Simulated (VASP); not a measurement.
Here is the system:

```
AgCl
1.0
    0.00000     2.76759     2.76759
    2.76759     0.00000     2.76759
    2.76759     2.76759     0.00000
Ag Cl
1 1
Direct
  0.00000   0.00000   0.00000
  0.50000   0.50000   0.50000
```

Level of theory: r2SCAN meta-GGA, VASP's PBE PAW potentials (set 64) (plane waves; VASP). Numerical set-up: 480 eV cut-off, 8×8×8 Γ-centred mesh, Gaussian smearing of 0.050 eV, potentials Ag Cl.

Each row applies one change to this cell, which was relaxed at other settings and keeps the small stress of the first row; at a fixed cut-off the stress holds a Pulay part, so it need not integrate to ΔE exactly. Stress is in GPa, positive when the cell is compressed; gaps are those on the k-mesh, and 0.00 means metallic.

```csv
change,ΔE (meV/atom),σxx,σyy,σzz,"largest shear component, with its sign (GPa)",gap (eV)
none,0.0,0.19,0.19,0.19,0.00,1.42
biaxial strain of -1.5 % in the yz plane,4.7,1.50,2.12,2.12,0.00,1.37
shear strain γ_yz = +2.0 %,0.1,0.18,0.19,0.19,-0.10,1.40
uniaxial strain of -4.0 % along y,?,?,?,?,?,?
uniaxial strain of +3.0 % along z,2.6,-0.95,-0.95,-1.59,0.00,1.33
uniaxial strain of +3.0 % along y,2.6,-0.94,-1.58,-0.94,0.00,1.33
uniaxial strain of -2.0 % along x,?,?,?,?,?,?
```

### Question
What belongs in the gaps?

### Answer

- uniaxial strain of -4.0 % along y, ΔE (meV/atom): 10.6
- uniaxial strain of -4.0 % along y, σxx: 2.11
- uniaxial strain of -4.0 % along y, σyy: 3.98
- uniaxial strain of -4.0 % along y, σzz: 2.11
- uniaxial strain of -4.0 % along y, largest shear component, with its sign (GPa): 0.00
- uniaxial strain of -4.0 % along y, gap (eV): 1.30
- uniaxial strain of -2.0 % along x, ΔE (meV/atom): 2.8
- uniaxial strain of -2.0 % along x, σxx: 1.85
- uniaxial strain of -2.0 % along x, σyy: 1.10
- uniaxial strain of -2.0 % along x, σzz: 1.10
- uniaxial strain of -2.0 % along x, largest shear component, with its sign (GPa): 0.00
- uniaxial strain of -2.0 % along x, gap (eV): 1.36

Failed runs are left out, and for metals the shear rows, which the mesh's noise covers.

The compound is AgCl in the rock salt structure.
